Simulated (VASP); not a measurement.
Here is the system:

```yaml
crystal:
  lattice:
    - [3.14805, 0.00000, 0.00000]
    - [0.00000, 3.14805, 0.00000]
    - [0.00000, 0.00000, 3.14805]
  atoms:
    - { symbol: Ca, position: [0.00000, 0.00000, 0.00000] }
    - { symbol: S, position: [0.50000, 0.50000, 0.50000] }
```

The numbers are results of PBEsol GGA, VASP's PBE PAW potentials (set 64) (plane waves; VASP), not measurements. Run with 500 eV cut-off, 8×8×8 Γ-centred mesh, Gaussian smearing of 0.050 eV, potentials Ca_sv S.

Q: What does the run give for the energy per atom (σ→0), pressure, band gap (on the k-mesh) with the smallest direct gap where there is one?

A: 
```yaml
band gap (on the k-mesh): 0.21 eV
smallest direct gap (on the k-mesh): 0.63 eV
energy per atom (σ→0): -4.755 eV/atom
pressure: 29.98 GPa
```

Only differences to runs with the same potentials and settings are physical.

The structure was generated: CaS was put into the CsCl type type (Pm-3m), which need not be its known phase. It was relaxed first under an external pressure of 30 GPa.
